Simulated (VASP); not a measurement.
Consider the following.

```xyz
2
Lattice="0.0000 2.2596 2.2596 2.2596 0.0000 2.2596 2.2596 2.2596 0.0000" Properties=species:S:1:pos:R:3 pbc="T T T"
Hf     0.0000     0.0000     0.0000
C      2.2596     2.2596     2.2596
```

Level of theory: MS2 meta-GGA, VASP's PBE PAW potentials (set 64) (plane waves; VASP). Settings: 520 eV cut-off, 14×14×14 Γ-centred mesh, first-order Methfessel-Paxton smearing of 0.10 eV, potentials Hf_pv C.

Problem. Give the stress tensor in GPa (positive for a compressed cell).

Solution. 
```
17.76   0.00   0.00
 0.00  17.76   0.00
 0.00   0.00  17.76
```
The pressure is its mean diagonal, 17.76 GPa.

The compound is HfC in the rock salt structure. This cell is one point of a volume scan, at 0.94 of the reference volume.
